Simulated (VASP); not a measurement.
Here is the system:

```xyz
4
Lattice="3.9343 0.0000 0.0000 -1.9671 3.4072 0.0000 0.0000 0.0000 6.5215" Properties=species:S:1:pos:R:3 pbc="T T T"
Zn     0.0000     0.0000     6.5143
Cd     0.0000     2.2715     3.3080
S      0.0000     2.2715     5.8188
S      0.0000     0.0000     2.3060
```

Method: PBEsol GGA, VASP's PBE PAW potentials (set 64) (plane waves; VASP). Numerical set-up: 400 eV cut-off, Gaussian smearing of 0.050 eV, potentials Zn Cd S.

**Question.** Give the energies of bands 8 to 21 at the high-symmetry points, in eV from the valence-band maximum.

**Answer.** 
| band | Γ | M | K | A | L | H |
|---|---|---|---|---|---|---|
| 8 | -6.42 | -6.29 | -6.24 | -6.42 | -6.31 | -6.28 |
| 9 | -6.42 | -6.25 | -6.14 | -6.42 | -6.26 | -6.17 |
| 10 | -6.06 | -6.05 | -6.11 | -6.42 | -6.09 | -6.08 |
| 11 | -6.04 | -6.00 | -6.05 | -6.04 | -6.01 | -6.06 |
| 12 | -6.04 | -5.92 | -5.80 | -6.04 | -5.89 | -5.77 |
| 13 | -5.18 | -4.83 | -4.49 | -3.00 | -5.04 | -4.88 |
| 14 | -1.04 | -3.89 | -3.87 | -2.89 | -4.43 | -4.29 |
| 15 | -1.04 | -3.18 | -3.73 | -0.83 | -1.91 | -3.21 |
| 16 | -0.27 | -2.27 | -2.34 | -0.83 | -1.76 | -2.61 |
| 17 | 0.00 | -1.72 | -2.24 | -0.26 | -1.60 | -1.48 |
| 18 | 0.00 | -0.81 | -1.92 | -0.26 | -1.26 | -1.36 |
| 19 | 1.32 | 3.38 | 4.03 | 2.66 | 3.02 | 4.08 |
| 20 | 2.88 | 3.91 | 5.25 | 3.38 | 3.39 | 4.29 |
| 21 | 6.12 | 4.80 | 5.42 | 5.37 | 4.69 | 5.55 |

The gap is direct, 1.32 eV, from the valence maximum at Γ to the conduction minimum at Γ.

The structure comes from a computed database's ZnCdS2 entry (P3m1); how it stands against other phases isn't given here. It was relaxed first, which changed the volume by -5 %.
